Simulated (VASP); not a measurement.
An input for Ansatz (written as the equivalent of a VASP run, and not itself run):

Ansatz 0.2 input:
```yaml
crystal:
  lattice:
    - [1.2598759, -2.1821696, 0.0000000]
    - [1.2598759, 2.1821696, 0.0000000]
    - [0.0000000, 0.0000000, 7.4439787]
  atoms:
    - { symbol: B, position: [0.3333330, 0.6666670, 0.2500000] }
    - { symbol: B, position: [0.6666670, 0.3333330, 0.7500000] }
    - { symbol: N, position: [0.6666670, 0.3333330, 0.2500000] }
    - { symbol: N, position: [0.3333330, 0.6666670, 0.7500000] }
kpoints:
  mp_grid: { grid: [9, 9, 3] }
hamiltonian:
  xc: revpbe
  pseudopotentials: { kind: paw }
scf:
  occupations: { method: gaussian, width: 0.05 }
  max_iter: 100
relax:
  max_steps: 60
  f_tol: 0.02
  cell: {}
output: { forces: true, stress: true, eigenvalues: true }
```

Task: Translate this input to VASP (INCAR, KPOINTS, POSCAR, choice of POTCAR).

Result: This is not unique; one that fits is 
File KPOINTS:
```
Automatic mesh
0
Gamma
9 9 3
0 0 0
```

**INCAR**
```
SYSTEM = BN
PREC = Accurate
ENCUT = 520
EDIFF = 1E-6
NELM = 100
ALGO = Normal
LREAL = .FALSE.
LASPH = .TRUE.
ISMEAR = 0
SIGMA = 0.05
GGA = RE
LWAVE = .FALSE.
LCHARG = .FALSE.
IBRION = 2
ISIF = 3
NSW = 60
EDIFFG = -0.02
```

### POSCAR
```
BN
1
    1.2598759496    -2.1821695519     0.0000000000
    1.2598759496     2.1821695519    -0.0000000000
    0.0000000000     0.0000000000     7.4439787372
B N
2 2
Direct
  0.3333330000   0.6666670000   0.2500000000
  0.6666670000   0.3333330000   0.7500000000
  0.6666670000   0.3333330000   0.2500000000
  0.3333330000   0.6666670000   0.7500000000
```

POTCAR, in this order: B N (PBE.64 set). Program: vasp_std.

Limits of the translation: each code has its own PAW files, so the cut-off isn't converted (ENCUT is set for VASP's; basis.ecutwfc is left out, and Ansatz then takes the one that its files recommend); Ansatz stops its SCF on the density residual and VASP on the energy change (EDIFF).

The compound is BN in the hex structure. This run relaxes it. Symmetry was kept, so distortions that lower it aren't found. The start is the result of an earlier pass.
